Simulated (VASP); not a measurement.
Consider the following.

```yaml
crystal:
  lattice:
    - [2.76833, 0.00000, 0.00000]
    - [-1.38416, 2.39744, 0.00000]
    - [0.00000, 0.00000, 8.94511]
  atoms:
    - { symbol: Re, position: [0.00000, 0.00000, 0.00000] }
    - { symbol: Re, position: [0.00000, 0.00000, 0.50000] }
    - { symbol: Re, position: [0.33333, 0.66667, 0.25000] }
    - { symbol: Re, position: [0.66667, 0.33333, 0.75000] }
```

Calculation: PBE GGA, VASP's PBE PAW potentials (set 64) (plane waves; VASP). Numerical set-up: 300 eV cut-off, 11×11×3 Γ-centred mesh, Fermi-Dirac smearing of 0.050 eV, potentials Re.

Unless said otherwise, spin-orbit coupling is left out, though it shifts the bands of the heavy elements here.

**Question.** Estimate the energy per atom (σ→0), band gap (on the k-mesh) with the smallest direct gap where there is one.

**Answer.** 
```json
{
  "band gap (on the k-mesh)": "none (metal, semimetal or under 0.01 eV)",
  "energy per atom (σ→0)": "-12.406 eV/atom"
}
```

Total energies compare only between runs with the same potentials, cut-off and functional.

The structure comes from a computed database's Re entry; how it stands against other phases isn't given here. The cell was not relaxed at this level. VASP warned that the highest band is occupied, so more bands are needed.
